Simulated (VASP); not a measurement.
# TiC: structure and properties in VASP, part 2 of 5

Aim: relax TiC, then compute properties on the relaxed cell. The start is a cell from a database of measured crystal structures.

VASP 6.6.1; LDA; plane waves and PAW (Ti_sv, C).

Still holding for the runs below: The k-mesh is coarse for a metal.

So far. Step 2 (Full relaxation (LDA)): It ends with forces that vanish by symmetry and a pressure of -0.13 GPa. The volume lies -3.7 % from that of the database's start, which holds the thermal and zero-point expansion of its experiment. LDA is known to overbind. Step 3 (Second relaxation): It ends with forces that vanish by symmetry and a pressure of 0.02 GPa. The volume moved by only 0.05 %, so the volume is settled.

The database entry behind the starting cell differs from later determinations by our own check (0.1 to 0.3 % short, probably kX units), so it need not match the best structure at ambient conditions.

**4. Single point with fields (LDA)**

The relaxed cell gets a fresh self-consistent run, on a basis set for its own volume, to fix the density and to check the remaining stress.

INCAR reads:

```
SYSTEM = TiC
PREC = Accurate
ENCUT = 520
EDIFF = 1E-06
NELM = 100
ISMEAR = 0
SIGMA = 0.05
LREAL = .FALSE.
ALGO = Normal
GGA = CA
NBANDS = 14
LORBIT = 11
LWAVE = .FALSE.
LCHARG = .TRUE.
ISIF = 2
LELF = .TRUE.
LVHAR = .TRUE.
```

POSCAR reads:

```
TiC
1.0
    0.0000000000      2.1323194484      2.1323194484
    2.1323194484      0.0000000000      2.1323194484
    2.1323194484      2.1323194484      0.0000000000
Ti C
1 1
Direct
    0.0000000000      0.0000000000      0.0000000000
    0.5000000000      0.5000000000      0.5000000000
```

KPOINTS reads:

```
Automatic mesh
0
Gamma
9 9 9
0 0 0
```

The projector-augmented-wave data sets are Ti_sv and C (LDA family, release 64).

Command:

```console
$ mpirun -np 2 vasp_std
```

The program printed:

```text
[banner, memory and clock lines left out]
running    2 mpi-ranks, on    1 nodes
 distrk:  each k-point on    2 cores,    1 groups
 distr:  one band on    1 cores,    2 groups

 POSCAR found type information on POSCAR TiC
 POSCAR found :  2 types and       2 ions
 LDA part: xc-table for (Slater(with rela. corr.)+CA(PZ))
 , standard interpolation
 POSCAR, INCAR and KPOINTS ok, starting setup
 FFT: planning ... GRIDC
 FFT: planning ... GRID_SOFT
 FFT: planning ... GRID
 WAVECAR not read
 entering main loop
       N       E                     dE             d eps       ncg     rms          rms(c)
DAV:   1     0.116862192459E+03    0.11686E+03   -0.80831E+03   986   0.138E+03
DAV:   2    -0.182361587544E+02   -0.13510E+03   -0.12790E+03  1034   0.348E+02
DAV:   3    -0.256937364263E+02   -0.74576E+01   -0.73344E+01  1280   0.818E+01
DAV:   4    -0.259755484663E+02   -0.28181E+00   -0.28168E+00  1238   0.147E+01
DAV:   5    -0.259822975680E+02   -0.67491E-02   -0.67489E-02  1326   0.194E+00    0.189E+01
DAV:   6    -0.211810702698E+02    0.48012E+01   -0.13078E+01  1370   0.606E+01    0.693E+00
DAV:   7    -0.205833248838E+02    0.59775E+00   -0.22964E+00  1162   0.227E+01    0.536E+00
DAV:   8    -0.205519984807E+02    0.31326E-01   -0.11986E-01  1100   0.397E+00    0.344E+00
DAV:   9    -0.205395172700E+02    0.12481E-01   -0.10206E-01  1234   0.384E+00    0.675E-01
DAV:  10    -0.205387841860E+02    0.73308E-03   -0.10394E-02  1280   0.135E+00    0.629E-01
DAV:  11    -0.205369501603E+02    0.18340E-02   -0.56849E-03  1046   0.109E+00    0.150E-01
DAV:  12    -0.205369517553E+02   -0.15950E-05   -0.50293E-04  1064   0.249E-01    0.443E-02
DAV:  13    -0.205369407271E+02    0.11028E-04   -0.23460E-05  1232   0.447E-02    0.742E-03
DAV:  14    -0.205369406048E+02    0.12227E-06   -0.78040E-07   796   0.972E-03
   1 F= -.20536941E+02 E0= -.20536640E+02  d E =-.600588E-03
```

Wall time 11 s (2 MPI ranks of AMD EPYC 7R43, shared host); peak memory 0.16 GiB; 21 s of CPU time.

From OUTCAR (step 4):

```text
  LATTYP: Found a face centered cubic cell.
 ALAT       =     4.2646388968

The static configuration has the point symmetry O_h .

 Found     35 irreducible k-points:

   NELECT =      16.0000    total number of electrons

 E-fermi :   9.7850

 k-point     1 :       0.0000    0.0000    0.0000
  band No.  band energies     occupation
      1     -45.9542      2.00000
      2     -22.3321      2.00000
      3     -22.3321      2.00000
      4     -22.3321      2.00000
      5      -2.6248      2.00000
      6      10.4390      0.00000
      7      10.4390      0.00000
      8      10.4390      0.00000
      9      11.5470      0.00000
     10      11.5470      0.00000
    ...

 k-point     2 :       0.1111    0.0000    0.0000
  band No.  band energies     occupation
    ...
      4     -22.3389      2.00000
      5      -2.3292      2.00000
      6       9.3259      2.00000
      7       9.6640      1.99937
      8       9.6640      1.99937
      9      10.8546      0.00000
     10      10.8546      0.00000
     11      12.0694      0.00000
     12      13.5040      0.00000
     13      13.5040      0.00000
    ...

  Total       -0.0081320     -0.0081320     -0.0081320     -0.0000000      0.0000000      0.0000000
  in kB       -0.6719248     -0.6719248     -0.6719248     -0.0000000      0.0000000      0.0000000
  external PRESSURE =      -0.6719248 kB  Pullay stress =       0.0000000 kB

  FREE ENERGIE OF THE ION-ELECTRON SYSTEM (eV)
  ---------------------------------------------------
  free  energy   TOTEN  =       -20.5369406048 eV

  energy  without entropy=      -20.5363400167  energy(sigma->0) =      -20.53664031

[... 9 parts as in an earlier step ...]

[... 5 further parts left out ...]
```

This step gave:

```
SCF cycles : 14
pressure   : -0.06719 GPa
```

Valence electrons inside each PAW sphere by angular momentum. Sphere charges, by row:

| atom | s (e) | p (e) | d (e) | tot (e) |
| --- | --- | --- | --- | --- |
| Ti1 | 2.211 | 6.275 | 2.04 | 10.53 |
| C2 | 0.892 | 1.528 | 0 | 2.42 |

Valence density in the ac plane of the conventional cell at fractional y = 0.000, with atoms of Ti and C within 0.2 Å of it. It is the smooth field of the valence electrons, not physical close to the nuclei.

Ten even steps from '_' (0 e/Å³) to '@' (13 e/Å³), each cell a mean:
```
%%==..______....________::**
--..______________________::
____________________________
____________________________
____________....____________
..________..==++--__________
__..______--%%@@++..______..
..________::**%%==..______..
____________::--..__________
____________________________
____________________________
..________________________..
++--__________..________..==
@@++..______..__..______--%%
```
Columns run along a (4.3 Å), rows up along c (4.3 Å), edges of the conventional cell, whose origin can differ from the input's. Atoms in or near the plane, at fractional coordinates: Ti at (0.00, 0.00), Ti at (0.50, 0.50), C at (0.50, 0.00), C at (0.00, 0.50).

Electrostatic potential energy in the ac plane of the conventional cell at fractional y = 0.000, with atoms of Ti and C within 0.2 Å of it. With pseudopotentials it is smooth inside the atoms' cores, unlike the true potential.

Values in eV, 14 rows by 14 columns, each cell a mean:
```
-62 -56 -34  -9  -5 -24 -44 -38 -41 -11  -4 -19 -46 -61
-49 -40 -20  -4  -2  -7 -24 -30 -16  -3  -2  -9 -30 -46
-22 -15  -5  -1   0  -2  -5  -6  -3  -1   0  -2  -9 -19
 -5  -3  -1   0  -1  -4  -9 -11  -7  -2   0   0  -2  -4
-15  -7  -2  -1  -5 -20 -34 -37 -28 -12  -2  -1  -3 -11
-43 -31  -7  -3 -15 -40 -56 -59 -50 -28  -7  -3 -16 -41
-22 -43 -15  -5 -22 -49 -62 -63 -59 -37 -11  -6 -30 -38
-38 -41 -11  -4 -19 -46 -61 -62 -56 -34  -9  -5 -24 -44
-30 -16  -3  -2  -9 -30 -46 -49 -40 -20  -4  -2  -7 -24
 -6  -3  -1   0  -2  -9 -19 -22 -15  -5  -1   0  -2  -5
-11  -7  -2   0   0  -2  -4  -5  -3  -1   0  -1  -4  -9
-37 -28 -12  -2  -1  -3 -11 -15  -7  -2  -1  -5 -20 -34
-59 -50 -28  -7  -3 -16 -41 -43 -31  -7  -3 -15 -40 -56
-63 -59 -37 -11  -6 -30 -38 -22 -43 -15  -5 -22 -49 -62
```
Columns run along a (4.3 Å; values clipped at the 3rd and 97th percentile), rows up along c (4.3 Å), edges of the conventional cell, whose origin can differ from the input's. Atoms in or near the plane, at fractional coordinates: Ti at (0.00, 0.00), Ti at (0.50, 0.50), C at (0.50, 0.00), C at (0.00, 0.50).

ELF in the ac plane of the conventional cell at fractional y = 0.000, with atoms of Ti and C within 0.2 Å of it. It is the smooth field of the valence electrons, not physical close to the nuclei.

Ten even steps from '0' (0.11) to '9' (0.96), each cell a mean:
```
97325732573158
53115776773025
21013556542001
33311122111233
77630133201477
46731378521575
04732599832662
25731589732573
67730255311577
65420012101355
21112333331112
32014777763013
85215754673137
98326620473259
```
Columns run along a (4.3 Å), rows up along c (4.3 Å), edges of the conventional cell, whose origin can differ from the input's. Atoms in or near the plane, at fractional coordinates: Ti at (0.00, 0.00), Ti at (0.50, 0.50), C at (0.50, 0.00), C at (0.00, 0.50).

In this run the pressure is -0.07 GPa, small enough to go on.

**5. Band structure (LDA)**

Levels along the symmetry lines show where the bands peak and cross; KPOINTS_OPT computes them in the converged potential.

INCAR reads:

```
SYSTEM = TiC
PREC = Accurate
ENCUT = 520
EDIFF = 1E-06
NELM = 100
ISMEAR = 0
SIGMA = 0.05
LREAL = .FALSE.
ALGO = Normal
GGA = CA
NBANDS = 20
LORBIT = 11
LWAVE = .FALSE.
LCHARG = .FALSE.
KPAR = 2
```

POSCAR is that of step 4.

KPOINTS is that of step 4.

KPOINTS_OPT reads:

```
Line mode
16
Line-mode
Reciprocal
  0.00000000   0.00000000   0.00000000 GAMMA
  0.50000000   0.00000000   0.50000000 X

  0.50000000   0.00000000   0.50000000 X
  0.50000000   0.25000000   0.75000000 W

  0.50000000   0.25000000   0.75000000 W
  0.37500000   0.37500000   0.75000000 K

  0.37500000   0.37500000   0.75000000 K
  0.00000000   0.00000000   0.00000000 GAMMA

  0.00000000   0.00000000   0.00000000 GAMMA
  0.50000000   0.50000000   0.50000000 L

  0.50000000   0.50000000   0.50000000 L
  0.62500000   0.25000000   0.62500000 U

  0.62500000   0.25000000   0.62500000 U
  0.50000000   0.25000000   0.75000000 W

  0.50000000   0.25000000   0.75000000 W
  0.50000000   0.50000000   0.50000000 L

  0.50000000   0.50000000   0.50000000 L
  0.37500000   0.37500000   0.75000000 K

  0.62500000   0.25000000   0.62500000 U
  0.50000000   0.00000000   0.50000000 X
```

Command:

```console
$ mpirun -np 2 vasp_std
```

The program printed:

```text
[... set-up lines as in an earlier step ...]
 entering main loop
       N       E                     dE             d eps       ncg     rms          rms(c)
DAV:   1     0.120722697009E+03    0.12072E+03   -0.68570E+03  1408   0.958E+02
DAV:   2    -0.187851441215E+02   -0.13951E+03   -0.12907E+03  1444   0.274E+02
DAV:   3    -0.258229944078E+02   -0.70379E+01   -0.69282E+01  1684   0.619E+01
DAV:   4    -0.259797766724E+02   -0.15678E+00   -0.15653E+00  1596   0.883E+00
DAV:   5    -0.259823344850E+02   -0.25578E-02   -0.25578E-02  1684   0.105E+00    0.189E+01
DAV:   6    -0.212231086724E+02    0.47592E+01   -0.46617E+00  1860   0.424E+01    0.705E+00
DAV:   7    -0.205790615568E+02    0.64405E+00   -0.12025E+00  1712   0.155E+01    0.526E+00
DAV:   8    -0.205407916837E+02    0.38270E-01   -0.12274E-01  1784   0.346E+00    0.260E+00
DAV:   9    -0.205404992517E+02    0.29243E-03   -0.45319E-02  1884   0.191E+00    0.796E-01
DAV:  10    -0.205392502436E+02    0.12490E-02   -0.46367E-03  1488   0.741E-01    0.658E-01
DAV:  11    -0.205370546528E+02    0.21956E-02   -0.16210E-03  1608   0.659E-01    0.167E-01
DAV:  12    -0.205369476895E+02    0.10696E-03   -0.19072E-04  1820   0.144E-01    0.464E-02
DAV:  13    -0.205369423511E+02    0.53383E-05   -0.17035E-05  1516   0.415E-02    0.253E-02
DAV:  14    -0.205369405115E+02    0.18396E-05   -0.33852E-06  1532   0.259E-02    0.400E-03
DAV:  15    -0.205369404587E+02    0.52870E-07   -0.38040E-07  1000   0.487E-03
   1 F= -.20536940E+02 E0= -.20536640E+02  d E =-.601280E-03
 Start KPOINTS_OPT (optional k-point list driver)
k-point batch [1-35\160]
       N       E                     dE             ncg
DAV:   1    -0.143202640872E+04   -0.22314E+05     1416
DAV:   2    -0.608546402867E+04   -0.46534E+04     1436
DAV:   3    -0.632183888197E+04   -0.23637E+03     1784
DAV:   4    -0.632674899232E+04   -0.49101E+01     1556
DAV:   5    -0.632681097906E+04   -0.61987E-01     1616
DAV:   6    -0.632681198068E+04   -0.10016E-02     1700
DAV:   7    -0.632681200048E+04   -0.19795E-04     1628
DAV:   8    -0.632681200086E+04   -0.38738E-06     1372
[...]
k-point batch [141-160\160]
       N       E                     dE             ncg
DAV:   1     0.991475000680E+04   -0.16198E+05      808
DAV:   2     0.720949894607E+04   -0.27053E+04      860
DAV:   3     0.707527287677E+04   -0.13423E+03     1068
DAV:   4     0.707286844744E+04   -0.24044E+01      908
DAV:   5     0.707284401302E+04   -0.24434E-01      980
DAV:   6     0.707284362582E+04   -0.38720E-03      964
DAV:   7     0.707284361809E+04   -0.77233E-05     1000
DAV:   8     0.707284361795E+04   -0.14473E-06      800
```

Wall time 44 s (2 MPI ranks); peak memory 0.21 GiB.

From OUTCAR (step 5):

```text
   k-points           NKPTS =     35   k-points in BZ     NKDIM =     35   number of bands    NBANDS=     20

   NELECT =      16.0000    total number of electrons

 E-fermi :   9.7851

 k-point     1 :       0.0000    0.0000    0.0000
  band No.  band energies     occupation
      1     -45.9543      2.00000
      2     -22.3322      2.00000
      3     -22.3322      2.00000
      4     -22.3322      2.00000
      5      -2.6246      2.00000
      6      10.4390      0.00000
      7      10.4390      0.00000
      8      10.4390      0.00000
      9      11.5472      0.00000
     10      11.5472      0.00000
    ...

  Total       -0.0041523     -0.0041523     -0.0041523      0.0000000      0.0000000      0.0000000
  in kB       -0.3430899     -0.3430899     -0.3430899      0.0000000      0.0000000      0.0000000
  external PRESSURE =      -0.3430899 kB  Pullay stress =       0.0000000 kB

 POSITION                                       TOTAL-FORCE (eV/Angst)
 -----------------------------------------------------------------------------------
      0.00000      0.00000      0.00000         0.000000      0.000000      0.000000
      2.13232      2.13232      2.13232        -0.000000     -0.000000     -0.000000
 -----------------------------------------------------------------------------------
    total drift:                                0.000000     -0.000000     -0.000000

  FREE ENERGIE OF THE ION-ELECTRON SYSTEM (eV)
  ---------------------------------------------------
  free  energy   TOTEN  =       -20.5369404587 eV

  energy  without entropy=      -20.5363391782  energy(sigma->0) =      -20.53663982

[... 8 parts as in an earlier step ...]

[... 8 further parts left out ...]
```

Numbers from this step:

```yaml
scf_cycles: 15
bands: 20
pressure: -0.03431 GPa
```

The electronic bands at the labelled points (eV, zero at the Fermi level; # counts the bands kept, so #1 is VASP's band 5):

| point | #1 | #2 | #3 | #4 | #5 | #6 | #7 | #8 |
| --- | --- | --- | --- | --- | --- | --- | --- | --- |
| Γ | -12.41 | 0.65 | 0.65 | 0.65 | 1.76 | 1.76 | 1.76 | 1.82 |
| 0.47 of the way | -10.99 | -3.32 | -0.60 | -0.40 | -0.40 | 2.28 | 3.87 | 3.87 |
| X | -10.10 | -3.38 | -1.81 | 0.05 | 0.05 | 2.90 | 3.71 | 3.71 |
| 0.47 of the way | -9.82 | -3.38 | -2.48 | -1.47 | 1.16 | 3.66 | 3.71 | 4.19 |
| W | -9.42 | -3.19 | -3.19 | -2.79 | 2.93 | 2.93 | 3.72 | 5.55 |
| 0.47 of the way | -9.46 | -3.40 | -3.32 | -2.27 | 2.15 | 3.26 | 3.87 | 5.53 |
| K | -9.51 | -3.58 | -3.36 | -1.76 | 1.52 | 3.30 | 4.04 | 5.78 |
| 0.47 of the way | -10.27 | -3.72 | -2.44 | -2.27 | 1.74 | 3.02 | 3.89 | 4.85 |
| Γ | -12.41 | 0.65 | 0.65 | 0.65 | 1.76 | 1.76 | 1.76 | 1.82 |
| 0.47 of the way | -11.18 | -2.51 | -1.61 | -1.61 | 1.70 | 1.70 | 2.90 | 5.89 |
| L | -8.64 | -6.03 | -3.04 | -3.04 | 3.07 | 3.07 | 4.34 | 8.55 |
| 0.47 of the way | -8.94 | -5.32 | -3.07 | -2.69 | 2.67 | 3.06 | 4.09 | 7.20 |
| U | -9.51 | -3.58 | -3.36 | -1.76 | 1.52 | 3.30 | 4.04 | 5.78 |
| 0.47 of the way | -9.47 | -3.44 | -3.33 | -2.17 | 2.02 | 3.27 | 3.90 | 5.57 |
| W | -9.42 | -3.19 | -3.19 | -2.79 | 2.93 | 2.93 | 3.72 | 5.55 |
| 0.53 of the way | -9.01 | -5.11 | -3.07 | -2.64 | 2.75 | 2.92 | 4.03 | 7.00 |
| L | -8.64 | -6.03 | -3.04 | -3.04 | 3.07 | 3.07 | 4.34 | 8.55 |
| 0.47 of the way | -8.94 | -5.32 | -3.07 | -2.69 | 2.67 | 3.06 | 4.09 | 7.20 |
| K | -9.51 | -3.58 | -3.36 | -1.76 | 1.52 | 3.30 | 4.04 | 5.78 |
| jump to U | -9.51 | -3.58 | -3.36 | -1.76 | 1.52 | 3.30 | 4.04 | 5.78 |
| 0.53 of the way | -9.95 | -3.39 | -2.32 | -0.62 | 0.44 | 3.62 | 3.80 | 3.82 |
| X | -10.10 | -3.38 | -1.81 | 0.05 | 0.05 | 2.90 | 3.71 | 3.71 |

Of the projections kept (Ti, C), the largest for each band there; the rest of the weight can lie on other orbitals:

| point | #1 | #2 | #3 | #4 | #5 | #6 | #7 | #8 |
| --- | --- | --- | --- | --- | --- | --- | --- | --- |
| Γ | C 0.67 | Ti 1.00 | Ti 1.00 | Ti 1.00 | C 0.93 | C 0.93 | C 0.94 | Ti 1.00 |
| X | C 0.66 | C 0.58 | Ti 1.00 | C 0.79 | C 0.79 | Ti 1.00 | Ti 1.00 | Ti 1.00 |
| W | C 0.69 | Ti 0.58 | Ti 0.58 | Ti 0.54 | Ti 0.80 | Ti 0.80 | Ti 1.00 | Ti 0.90 |
| K | C 0.69 | Ti 0.63 | Ti 0.51 | Ti 0.54 | Ti 0.77 | Ti 1.00 | Ti 0.91 | Ti 0.80 |
| Γ | C 0.67 | Ti 1.00 | Ti 1.00 | Ti 1.00 | C 0.93 | C 0.93 | C 0.94 | Ti 1.00 |
| L | C 0.78 | Ti 0.61 | Ti 0.63 | Ti 0.63 | Ti 0.99 | Ti 0.99 | Ti 0.86 | Ti 0.54 |

The electronic bands as a text plot (rows in eV, shown from -8.0 to 1.8 only):

```
    1.6 |               *    *  ***  *         *             *
    1.2 |                     ** * **                         *
    0.8 |*         *            ***
    0.4 |**       *              * *                           *
    0.0 | **    **                 *                            *
   -0.4 |   ****  *             *   *                          *
   -0.8 | *  *                      *
   -1.2 |     *    *           *     *                        *
   -1.7 |  *   ***      *     *                *                *
   -2.1 |         * *  * *   * *     **       * *           **
   -2.5 |          *      *****        *     *   * ***     *   *
   -2.9 |   *       ***    **         * *****     *  ******   *
   -3.3 |        **********                  ********      ******
   -3.7 |    ****       *    *                 *   *         *
   -4.1 |                *             *      *
   -4.5 |                 ***                *      *       *
   -4.9 |                                            *     *
   -5.3 |                               *   *         *
   -5.7 |                                * *           * **
   -6.2 |                                 *             *
   -6.6 |
   -7.0 |
   -7.4 |
   -7.8 |
         Γ       X    W  K        Γ      L     U  W     L   K|U X
```

There is no gap at this level.

Of the bands kept, 4 cross the Fermi level on this path.

(Continued in part 3 of 5.)

[Lines on the potential files, build, host, timing and source positions are cut from VASP's logs without a mark.]

[Logs are printed without paths, hosts, clocks, repeated set-up lines and the standing remarks that a program may print on its own settings, such as how far it seeks lower states.]

[Hosts, paths, dates, database ids (printed as entryN), source tags and the programs' standing remarks are cut or masked in the printed files.]

[A measured line is paired with the nearest computed mode of its activity, which favours agreement.]
